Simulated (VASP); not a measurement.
Data:

```xyz
65
Lattice="10.9371 0.0000 0.0000 0.0000 10.9371 0.0000 0.0000 0.0000 10.9371" Properties=species:S:1:pos:R:3 pbc="T T T"
Si     5.4727    10.9101    10.9233
Si     6.8620     1.3378     1.3408
Si     8.2297     2.7264    10.9247
Si     9.5611     4.0986     1.3532
Si     8.2052    10.9327     2.7326
Si     9.5649     1.3509     4.1043
Si    10.9365    10.9335    10.9270
Si     1.3602     1.3658     1.3737
Si     2.7336     2.7340     0.0190
Si     4.1051     4.0962     1.3883
Si     5.4673     5.4687     0.0190
Si     6.8365     6.8397     1.3757
Si     8.2038     8.2017    10.9293
Si     9.5749     9.5630     1.3724
Si     2.7208    10.9243     2.7232
Si     4.1306     1.3029     4.0731
Si     5.4947     2.7050     2.7046
Si     6.8985     4.0671     4.0724
Si     8.2154     5.4771     2.7229
Si     9.5764     6.8341     4.0978
Si     5.4702    10.9248     5.4777
Si     6.8307     1.3690     6.8376
Si     8.2133     2.7280     5.4783
Si     9.5695     4.0961     6.8463
Si     8.2038    10.9310     8.1820
Si     9.5913     1.3521     9.5483
Si    10.9091     5.4729    10.9281
Si     1.3635     6.8345     1.3482
Si     2.7260     8.2286    10.9312
Si     4.1004     9.5793     1.3536
Si    10.8856     2.7247     2.7160
Si     1.2784     4.1061     4.0567
Si     2.7185     5.4841     2.7336
Si     4.0978     6.9248     4.0556
Si     5.4765     8.2542     2.7146
Si     6.8492     9.5735     4.1047
Si     0.0262     0.0245     5.4469
Si     1.4264     1.4150     6.7887
Si     3.0014     3.0281     5.2497
Si     4.1207     4.0842     7.1141
Si     5.1818     5.2067     5.2504
Si     6.7796     6.7704     6.7862
Si     8.1725     8.1723     5.4471
Si     9.5768     9.5572     6.8264
Si     2.7324     0.0332     8.1796
Si     4.0964     1.3342     9.6100
Si     5.5129     2.6901     8.3113
Si     6.8674     4.1040     9.6131
Si     8.1635     5.4671     8.1781
Si     9.5596     6.8318     9.5532
Si     0.0002     8.1983     2.7231
Si     1.3658     9.5592     4.0963
Si    10.9161     5.4696     5.4754
Si     1.3874     6.8134     6.8251
Si     2.7304     8.2216     5.4746
Si     4.1033     9.5660     6.8463
Si     0.0295     2.7383     8.1753
Si     1.3477     4.0861     9.6078
Si     2.7025     5.4989     8.2925
Si     4.1115     6.8540     9.6102
Si     5.4609     8.1686     8.1762
Si     6.8454     9.5449     9.5505
Si     0.0033     8.1940     8.1806
Si     1.3669     9.5731     9.5531
O      4.0000     4.2054     4.4291
```
Cell charge +1.

The numbers are results of HSE06 screened hybrid, VASP's PBE PAW potentials (set 64) (plane waves; VASP), not measurements. Settings: PREC = Normal, LREAL = Auto, ISYM = 0, NELECT = 261.0, EDIFF = 1E-5, 400 eV cut-off, 1×1×1 Γ-centred mesh, Gaussian smearing of 0.050 eV, potentials Si O. Starting moments (MAGMOM): 65*0.0154. The cell's moment is fixed (NUPDOWN = 1).

The cell is charged, with a uniform compensating background. The supercell is sampled at Γ alone, which is coarse: total energies, pressure and levels can be off, energies of defects by several tenths of an eV.

Task: Estimate the cell moment, energy per atom (σ→0), largest force.

Result: 
```
Item                                    Value
---------------------  ----------------------
cell moment                           1.00 μB
energy per atom (σ→0)  -607.5 kJ/mol of atoms
largest force                      0.717 eV/Å
```

Total energies compare only between runs with the same potentials, cut-off and functional.

The cell is a supercell with a defect, built from Si (diamond): O_i, charge +1. The cell's shape comes from a PBE relaxation.
